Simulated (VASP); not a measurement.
# BaTiO3: optical spectrum

Aim: the dielectric function of BaTiO3 for independent particles, and its static limit with local fields. The cell has space group Pm-3m. The start is a cell from a database of measured crystal structures.

Method: PBE, no spin polarisation; plane waves and PAW (Ba_sv_GW, Ti_sv, O), in the first sound run; inputs show where later runs differ, in VASP 6.6.1.

## Step 1: Set-up

It takes space group Pm-3m (No. 221, cubic). Conventional cell: a = 4.006 Å, b = 4.006 Å, c = 4.006 Å, α = 90.00°, β = 90.00°, γ = 90.00°. Nearest to Ba lie 12 O at 2.83 Å. Nearest to Ti lie 6 O at 2.00 Å. O has 2 Ti at 2.00 Å and 4 Ba at 2.83 Å nearest. Farther neighbours and most contacts between anions are not listed.

As a file:

```
Ba Ti O
1.0
     4.00600    0.00000    0.00000
     0.00000    4.00600    0.00000
     0.00000    0.00000    4.00600
Ba Ti O
1 1 3
Direct
  0.50000 0.50000 0.50000
  0.00000 0.00000 0.00000
  0.00000 0.00000 0.50000
  0.00000 0.50000 0.00000
  0.50000 0.00000 0.00000
```

## Step 2: Ground state

The ground state comes first.

INCAR reads:

```
SYSTEM = BaTiO3
PREC = Accurate
ENCUT = 520
EDIFF = 1E-07
NELM = 100
ISMEAR = 0
SIGMA = 0.05
LREAL = .FALSE.
ALGO = Normal
GGA = PE
NBANDS = 26
LASPH = .TRUE.
LORBIT = 11
LWAVE = .FALSE.
LCHARG = .FALSE.
KPAR = 4
```

POSCAR reads:

```
BaTiO3
1.0
    4.0060000000      0.0000000000      0.0000000000
    0.0000000000      4.0060000000      0.0000000000
    0.0000000000      0.0000000000      4.0060000000
Ba Ti O
1 1 3
Direct
    0.5000000000      0.5000000000      0.5000000000
    0.0000000000      0.0000000000      0.0000000000
    0.0000000000      0.0000000000      0.5000000000
    0.0000000000      0.5000000000      0.0000000000
    0.5000000000      0.0000000000      0.0000000000
```

KPOINTS reads:

```
Automatic mesh
0
Gamma
6 6 6
0 0 0
```

The projector-augmented-wave data sets are Ba_sv_GW, Ti_sv and O (PBE family, release 64).

Started as:

```sh
> mpirun -np 4 vasp_std
```

Output:

```text
[banner, memory and clock lines left out]
running    4 mpi-ranks, on    1 nodes
 distrk:  each k-point on    1 cores,    4 groups
 distr:  one band on    1 cores,    1 groups

 POSCAR found type information on POSCAR BaTiO
 POSCAR found :  3 types and       5 ions
 LDA part: xc-table for (Slater+PW92), standard interpolation
 POSCAR, INCAR and KPOINTS ok, starting setup
 FFT: planning ... GRIDC
 FFT: planning ... GRID_SOFT
 FFT: planning ... GRID
 WAVECAR not read
 entering main loop
       N       E                     dE             d eps       ncg     rms          rms(c)
DAV:   1     0.544796138608E+03    0.54480E+03   -0.18844E+04  1056   0.172E+03
DAV:   2     0.417441138902E+02   -0.50305E+03   -0.49263E+03  1192   0.557E+02
DAV:   3    -0.484601406572E+02   -0.90204E+02   -0.85988E+02  1676   0.222E+02
DAV:   4    -0.527741620344E+02   -0.43140E+01   -0.43054E+01  1840   0.542E+01
DAV:   5    -0.528946576320E+02   -0.12050E+00   -0.12037E+00  1568   0.680E+00    0.229E+01
DAV:   6    -0.416610992702E+02    0.11234E+02   -0.70320E+01  1456   0.721E+01    0.915E+00
DAV:   7    -0.416839397961E+02   -0.22841E-01   -0.14011E+01  1574   0.312E+01    0.682E+00
DAV:   8    -0.415492423531E+02    0.13470E+00   -0.68578E-01  1456   0.772E+00    0.435E+00
DAV:   9    -0.415160865282E+02    0.33156E-01   -0.52775E-01  1524   0.690E+00    0.158E+00
DAV:  10    -0.415069785941E+02    0.91079E-02   -0.18003E-01  1598   0.397E+00    0.614E-01
DAV:  11    -0.415038388142E+02    0.31398E-02   -0.46032E-02  1360   0.140E+00    0.529E-01
DAV:  12    -0.415016751394E+02    0.21637E-02   -0.23894E-02  1256   0.160E+00    0.202E-01
DAV:  13    -0.415010527329E+02    0.62241E-03   -0.21801E-03  1536   0.526E-01    0.919E-02
DAV:  14    -0.415009135154E+02    0.13922E-03   -0.57704E-04  1534   0.205E-01    0.183E-02
DAV:  15    -0.415009220690E+02   -0.85536E-05   -0.51105E-05  1560   0.612E-02    0.229E-02
DAV:  16    -0.415009170535E+02    0.50155E-05   -0.20865E-05  1400   0.326E-02    0.913E-03
DAV:  17    -0.415009167881E+02    0.26542E-06   -0.27295E-06  1580   0.120E-02    0.206E-03
DAV:  18    -0.415009166688E+02    0.11936E-06   -0.76033E-08   776   0.388E-03    0.124E-03
DAV:  19    -0.415009166828E+02   -0.14027E-07   -0.67047E-08   752   0.352E-03
   1 F= -.41500917E+02 E0= -.41500917E+02  d E =-.215529E-19
```

Run time: 11 s. Hardware: 4 MPI ranks of Intel Xeon 6975P-C (Granite Rapids), shared host; peak memory 0.77 GiB.

Lines that name or quote the potential files are left out of all logs, and their timing lines are given in words.

From OUTCAR (step 2):

```text
ion  position               nearest neighbor table
   1  0.500  0.500  0.500-
   2  0.000  0.000  0.000-   3 2.00   4 2.00   5 2.00   3 2.00   4 2.00   5 2.00
   3  0.000  0.000  0.500-   2 2.00   2 2.00
   4  0.000  0.500  0.000-   2 2.00   2 2.00
   5  0.500  0.000  0.000-   2 2.00   2 2.00

  LATTYP: Found a simple cubic cell.
 ALAT       =     4.0060000000

 Subroutine GETGRP returns: Found 48 space group operations
 (whereof 48 operations were pure point group operations)

The static configuration has the point symmetry O_h .

 Found     20 irreducible k-points:

   k-points           NKPTS =     20   k-points in BZ     NKDIM =     20   number of bands    NBANDS=     26

   dimension x,y,z NGX =    30 NGY =   30 NGZ =   30
   dimension x,y,z NGXF=    60 NGYF=   60 NGZF=   60

   ENCUT  =  520.0 eV  38.22 Ry    6.18 a.u.   7.45  7.45  7.45*2*pi/ulx,y,z

   NELECT =      40.0000    total number of electrons

 k-points in reciprocal lattice and weights: Automatic mesh
   0.00000000  0.00000000  0.00000000       0.005
   0.16666667  0.00000000  0.00000000       0.028
   0.33333333  0.00000000  0.00000000       0.028
   0.50000000  0.00000000  0.00000000       0.014
   0.16666667  0.16666667  0.00000000       0.056
   0.33333333  0.16666667  0.00000000       0.111
   0.50000000  0.16666667  0.00000000       0.056
   0.33333333  0.33333333  0.00000000       0.056
   0.50000000  0.33333333  0.00000000       0.056
[...]
0.50000000  0.50000000  0.33333333       0.028
   0.50000000  0.50000000  0.50000000       0.005

 average (electrostatic) potential at core
       1 -77.8348       2 -75.4032       3 -68.0804       4 -68.0804       5 -68.0804

 E-fermi :   5.6993

 k-point     1 :       0.0000    0.0000    0.0000
  band No.  band energies     occupation
    ...
     16       4.2857      2.00000
     17       4.2857      2.00000
     18       5.2810      2.00000
     19       5.2810      2.00000
     20       5.2810      2.00000
     21       7.1761      0.00000
     22       7.1761      0.00000
     23       7.1761      0.00000
     24       9.3124      0.00000
     25       9.3124      0.00000
    ...

 k-point     2 :       0.1667    0.0000    0.0000
  band No.  band energies     occupation
    ...
     16       4.0140      2.00000
     17       4.0730      2.00000
     18       4.6591      2.00000
     19       5.0979      2.00000
     20       5.0979      2.00000
     21       7.2068      0.00000
     22       7.6868      0.00000
     23       7.6868      0.00000
     24       9.3138      0.00000
     25       9.9990      0.00000
    ...

 k-point     3 :       0.3333    0.0000    0.0000
  band No.  band energies     occupation
    ...
     16       3.6801      2.00000
     17       3.7019      2.00000
     18       3.8206      2.00000
     19       4.8295      2.00000
     20       4.8295      2.00000
     21       7.2700      0.00000
     22       8.5161      0.00000
     23       8.5161      0.00000
     24       9.3162      0.00000
     25      10.9504      0.00000
    ...

  Total        0.7742318      0.7742318      0.7742318      0.0000000     -0.0000000      0.0000000
  in kB       19.2951760     19.2951760     19.2951760      0.0000000     -0.0000000      0.0000000
  external PRESSURE =      19.2951760 kB  Pullay stress =       0.0000000 kB

  energy-cutoff  :      520.00
  volume of cell :       64.29
      direct lattice vectors                 reciprocal lattice vectors
     4.006000000  0.000000000  0.000000000     0.249625562  0.000000000  0.000000000
     0.000000000  4.006000000  0.000000000     0.000000000  0.249625562  0.000000000
     0.000000000  0.000000000  4.006000000     0.000000000  0.000000000  0.249625562

 POSITION                                       TOTAL-FORCE (eV/Angst)
 -----------------------------------------------------------------------------------
      2.00300      2.00300      2.00300         0.000000      0.000000      0.000000
      0.00000      0.00000      0.00000         0.000000      0.000000      0.000000
      0.00000      0.00000      2.00300         0.000000      0.000000      0.000000
      0.00000      2.00300      0.00000         0.000000      0.000000      0.000000
      2.00300      0.00000      0.00000         0.000000      0.000000      0.000000
 -----------------------------------------------------------------------------------
    total drift:                                0.000000     -0.000000      0.000000

  FREE ENERGIE OF THE ION-ELECTRON SYSTEM (eV)
  ---------------------------------------------------
  free  energy   TOTEN  =       -41.5009166828 eV

  energy  without entropy=      -41.5009166828  energy(sigma->0) =      -41.50091668

 total charge
# of ion       s       p       d       f       tot
--------------------------------------------------
    1        1.800   4.582   0.119   0.026   6.528
    2        2.208   6.267   1.693   0.000  10.169
    3        1.564   3.463   0.000   0.000   5.027
    4        1.564   3.463   0.000   0.000   5.027
    5        1.564   3.463   0.000   0.000   5.027
--------------------------------------------------
tot          8.701  21.239   1.812   0.026  31.778

[... 3 further parts left out ...]
```

The gap is read on the k-mesh alone, so it is an upper bound where the band edges lie off the mesh.

This step gave:

```yaml
free_energy_toten: -41.50 eV
fermi_energy: 5.699 eV
pressure: 1.930 GPa
gap_on_the_k_mesh: 1.783 eV
least_direct_gap_on_the_k_mesh: 1.895 eV
```

The cell has a gap of 1.78 eV on this mesh. Spin-orbit coupling is left out, which can shift or reorder these edges.

## Step 3: Spectrum

LOPTICS sums the direct transitions; the mesh is finer and NBANDS larger than for the ground state.

INCAR: that of step 2 with these lines changed.

```diff
@@ -10,5 +10,4 @@
 GGA = PE
-NBANDS = 26
+NBANDS = 48
 LASPH = .TRUE.
-LORBIT = 11
 LWAVE = .FALSE.
@@ -16 +15,4 @@
 KPAR = 4
+LOPTICS = .TRUE.
+NEDOS = 2000
+CSHIFT = 0.15
```

POSCAR is that of step 2.

KPOINTS reads:

```
Automatic mesh
0
Gamma
8 8 8
0 0 0
```

Started as:

```sh
> mpirun -np 4 vasp_std
```

Output:

```text
[... set-up lines as in an earlier step ...]
 entering main loop
       N       E                     dE             d eps       ncg     rms          rms(c)
DAV:   1     0.478947352700E+03    0.47895E+03   -0.16448E+04  3384   0.939E+02
DAV:   2     0.227056408775E+01   -0.47668E+03   -0.43185E+03  3448   0.321E+02
DAV:   3    -0.501870899887E+02   -0.52458E+02   -0.50913E+02  3944   0.112E+02
DAV:   4    -0.528691430604E+02   -0.26821E+01   -0.26615E+01  5320   0.275E+01
DAV:   5    -0.529023018056E+02   -0.33159E-01   -0.33142E-01  4176   0.227E+00    0.228E+01
DAV:   6    -0.421084013955E+02    0.10794E+02   -0.26875E+01  4552   0.389E+01    0.959E+00
DAV:   7    -0.417291490321E+02    0.37925E+00   -0.76579E+00  3992   0.167E+01    0.693E+00
DAV:   8    -0.416331250164E+02    0.96024E-01   -0.41721E-01  4480   0.363E+00    0.538E+00
DAV:   9    -0.415794674051E+02    0.53658E-01   -0.77456E-01  4376   0.549E+00    0.251E+00
DAV:  10    -0.415222022003E+02    0.57265E-01   -0.19222E-01  4120   0.245E+00    0.124E+00
DAV:  11    -0.415044878758E+02    0.17714E-01   -0.17732E-02  4544   0.877E-01    0.513E-01
DAV:  12    -0.415023130073E+02    0.21749E-02   -0.15993E-02  4720   0.736E-01    0.273E-01
DAV:  13    -0.415016407300E+02    0.67228E-03   -0.18983E-03  4008   0.294E-01    0.164E-01
DAV:  14    -0.415015819828E+02    0.58747E-04   -0.17762E-04  5072   0.769E-02    0.662E-02
DAV:  15    -0.415015483161E+02    0.33667E-04   -0.82087E-05  4696   0.414E-02    0.183E-02
DAV:  16    -0.415015505863E+02   -0.22702E-05   -0.85570E-06  4056   0.162E-02    0.139E-02
DAV:  17    -0.415015477772E+02    0.28092E-05   -0.46009E-06  4144   0.127E-02    0.547E-03
DAV:  18    -0.415015478637E+02   -0.86563E-07   -0.70389E-07  4648   0.389E-03
   1 F= -.41501548E+02 E0= -.41501548E+02  d E =-.939371E-14
 optical routines
 imaginary and real dielectric function
 recalculating local potential from charge density
 direction            1
 direction            2
 direction            3
```

Wall time 24 s (4 MPI ranks); peak memory 1.4 GiB.

Parts of OUTCAR (step 3):

```text
The static configuration has the point symmetry O_h .

 Found     35 irreducible k-points:

   k-points           NKPTS =     35   k-points in BZ     NKDIM =     35   number of bands    NBANDS=     48

   NELECT =      40.0000    total number of electrons

 E-fermi :   5.6376

 k-point     1 :       0.0000    0.0000    0.0000
  band No.  band energies     occupation
    ...
     16       4.2854      2.00000
     17       4.2854      2.00000
     18       5.2808      2.00000
     19       5.2808      2.00000
     20       5.2808      2.00000
     21       7.1771      0.00000
     22       7.1771      0.00000
     23       7.1771      0.00000
     24       9.3136      0.00000
     25       9.3136      0.00000
    ...

 k-point     2 :       0.1250    0.0000    0.0000
  band No.  band energies     occupation
    ...
     16       4.1161      2.00000
     17       4.1582      2.00000
     18       4.8898      2.00000
     19       5.1663      2.00000
     20       5.1663      2.00000
     21       7.1950      0.00000
     22       7.4893      0.00000
     23       7.4893      0.00000
     24       9.3144      0.00000
     25       9.7429      0.00000
    ...

  Total        0.7718555      0.7718555      0.7718555      0.0000000      0.0000000     -0.0000000
  in kB       19.2359550     19.2359550     19.2359550      0.0000000      0.0000000     -0.0000000
  external PRESSURE =      19.2359550 kB  Pullay stress =       0.0000000 kB

  FREE ENERGIE OF THE ION-ELECTRON SYSTEM (eV)
  ---------------------------------------------------
  free  energy   TOTEN  =       -41.5015478637 eV

  energy  without entropy=      -41.5015478637  energy(sigma->0) =      -41.50154786

 plasma frequency squared (from intraband transitions) (eV^2)
  --------------------------------------------------------------------------------------
       0.000      -0.000      -0.000
      -0.000       0.000      -0.000
      -0.000      -0.000       0.000

[... 7 parts as in an earlier step ...]

[... 6 further parts left out ...]
```

These are independent-particle spectra without excitons or local fields, and fine structure depends on the mesh and on CSHIFT.

Numbers from this step:

- Fermi energy: 5.638 eV
- pressure: 1.924 GPa
- gap on the k-mesh: 1.784 eV
- least direct gap on the k-mesh: 1.896 eV

Absorption under the direct gap is the tail of the CSHIFT broadening, and fine structure depends on the mesh. The imaginary dielectric function, xx by photon energy; read off at these points:

```csv
photon energy (eV),"imaginary dielectric function, xx"
0.0,0
1.0,0.109
2.0,1.02
3.0,4.33
4.0,8.39
5.0,4.09
6.0,3.08
7.0,4.40
7.2,4.51
8.0,3.43
9.0,4.82
10.0,4.19
11.0,3.11
12.0,2.34
13.0,1.25
14.0,0.880
15.0,0.676
16.0,1.42
17.0,2.07
18.0,3.96
18.4,4.33
19.0,4.26
20.0,2.31
21.0,1.86
22.0,1.27
23.0,0.940
24.0,0.536
```

Table of real dielectric function, xx by photon energy:

```csv
photon energy (eV),"real dielectric function, xx"
0,6.75
1,7.07
2,8.42
3,8.90
4,5.07
5,1.87
6,3.13
7,3.18
8,2.68
9,1.82
10,0.541
11,0.0470
12,-0.756
13,-0.0107
14,0.597
15,1.51
16,1.86
17,2.54
18,1.75
19,-0.253
20,-1.23
21,-0.786
22,-0.889
23,-0.793
24,-0.631
```

(Part 1 of 3 ends here.)

[Lines on the potential files, build, host, timing and source positions are cut from VASP's logs without a mark.]

[Logs are printed without paths, hosts, clocks, repeated set-up lines and the standing remarks that a program may print on its own settings, such as how far it seeks lower states.]

[Hosts, paths, dates, database ids (printed as entryN), source tags and the programs' standing remarks are cut or masked in the printed files.]
